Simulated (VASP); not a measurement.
Crystal: KTaSe2.

```
K Ta Se
1.0
     4.08989    0.00000    0.00000
    -2.04494    3.54195    0.00000
     0.00000    0.00000    6.92235
K Ta Se
1 1 2
Direct
  0.00000 0.00000 0.00000
  0.00000 0.00000 0.50000
  0.33333 0.66667 0.23212
  0.66667 0.33333 0.76788
```

The cell was built by a generator and needn't be a form met in nature.

```yaml
Program: VASP 6.6.1
Task: relaxation of cell and atoms
Functional: RPBE
Potentials_or_basis: VASP PAW PBE potentials, release 64 (K_sv, Ta_pv, Se)
Cutoff: 600 eV
k_mesh: 8 × 8 × 4
Occupations: gaussian, width 0.05 eV
Spin: no spin polarisation
```

At the start: pressure -2.8 GPa; volume 25.07 Å³/atom.

Where does the relaxation end?

Over 21 steps the energy falls by 753.4 meV/atom and the volume is 24.73 Å³/atom (-1.4 %); space group P-3m1 (No. 164, to 0.05 Å).

Step by step:
```tsv
step	energy change (eV)	largest force (eV/Å)	pressure (GPa)	volume (Å³)
1	0.0000	4.3360	-2.76	100.28
2	-1.6463	2.8225	0.58	94.13
3	-2.2583	0.2051	9.12	88.33
4	-2.8442	0.8580	1.67	101.20
5	-2.8420	0.9277	1.24	102.52
6	-2.9327	0.0686	-1.79	104.40
7	-2.9335	0.0126	-2.06	104.59
8	-2.9991	0.1221	-0.75	100.24
9	-3.0062	0.1659	-0.15	98.53
10	-3.0064	0.1724	-0.06	98.30
11	-3.0105	0.0525	0.19	98.33
12	-3.0116	0.0445	0.41	98.36
13	-3.0130	0.0065	-0.24	99.42
14	-3.0131	0.0056	-0.11	99.18
15	-3.0134	0.0139	-0.04	99.08
16	-3.0135	0.0192	-0.01	99.01
17	-3.0134	0.0300	0.08	98.88
18	-3.0135	0.0220	0.02	98.98
19	-3.0135	0.0031	-0.05	99.01
20	-3.0135	0.0069	-0.05	99.01
21	-3.0135	0.0020	-0.02	98.90
```

Final structure:
```yaml
crystal:
  lattice:
    - [3.73163, 0.00000, 0.00000]
    - [-1.86582, 3.23169, 0.00000]
    - [0.00000, 0.00000, 8.20136]
  atoms:
    - { symbol: K, position: [0.00000, 0.00000, 0.00000] }
    - { symbol: Ta, position: [0.00000, 0.00000, 0.50000] }
    - { symbol: Se, position: [0.33333, 0.66667, 0.30655] }
    - { symbol: Se, position: [0.66667, 0.33333, 0.69345] }
```

Caveat: the PAW data sets were made with another functional, which shifts forces and pressure a little.
